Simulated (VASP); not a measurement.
An input for Quantum ESPRESSO's pw.x (written as the equivalent of a VASP run, and not itself run):

```
&CONTROL
  calculation = 'vc-relax'
  pseudo_dir = './pseudo'
  outdir = './out'
  tprnfor = .true.
  tstress = .true.
  nstep = 40
  forc_conv_thr = 0.00078
/
&SYSTEM
  ibrav = 0
  nat = 5
  ntyp = 3
  ecutwfc = 84
  occupations = 'smearing'
  smearing = 'methfessel-paxton'
  degauss = 0.00735
  input_dft = 'pbe'
/
&ELECTRONS
  conv_thr = 7.3e-08
  electron_maxstep = 100
/
&IONS
/
&CELL
  press = 200
/
ATOMIC_SPECIES
  Sr 87.620 Sr.upf
  V 50.941 V.upf
  O 15.999 O.upf
CELL_PARAMETERS angstrom
     3.7481982    0.0000000   -0.0000000
     0.0000000    3.7481982   -0.0000000
     0.0000000    0.0000000    3.7481982
ATOMIC_POSITIONS crystal
  Sr   0.0000000  0.0000000  0.0000000
  V    0.5000000  0.5000000  0.5000000
  O    0.5000000  0.0000000  0.5000000
  O    0.0000000  0.5000000  0.5000000
  O    0.5000000  0.5000000  0.0000000
K_POINTS automatic
  8 8 8 0 0 0
```

Question: Translate this input to VASP (INCAR, KPOINTS, POSCAR, choice of POTCAR).

Answer: This is not unique; one that fits is 
### POSCAR
```
SrVO3
1
    3.7481981943     0.0000000000    -0.0000000000
    0.0000000000     3.7481981943    -0.0000000000
    0.0000000000     0.0000000000     3.7481981943
Sr V O
1 1 3
Direct
  0.0000000000   0.0000000000   0.0000000000
  0.5000000000   0.5000000000   0.5000000000
  0.5000000000   0.0000000000   0.5000000000
  0.0000000000   0.5000000000   0.5000000000
  0.5000000000   0.5000000000   0.0000000000
```

INCAR:
```
ALGO=Normal
EDIFF=1E-6
EDIFFG=-0.02
ENCUT=620
GGA=PE
IBRION=2
ISIF=3
ISMEAR=1
LASPH=.True.
LCHARG=.False.
LMAXMIX=4
LREAL=.False.
LWAVE=.False.
NELM=100
NSW=40
PREC=Accurate
PSTRESS=200
SIGMA=0.1
SYSTEM=SrVO3
```

File KPOINTS:
```
Automatic mesh
0
Gamma
8 8 8
0 0 0
```

POTCAR, in this order: Sr_sv V_sv O (PBE.64 set). Program: vasp_std.

What does not carry over: the potentials are each code's own (VASP's PAW set, PseudoDojo norm-conserving files in pw.x), so ENCUT and ecutwfc are chosen apart and not converted; conv_thr bounds pw.x's estimated SCF error, while EDIFF bounds the energy change between steps; forc_conv_thr acts on force components and is met together with etot_conv_thr.

The compound is SrVO3 in the cubic perovskite structure. It was relaxed first under an external pressure of 20 GPa.
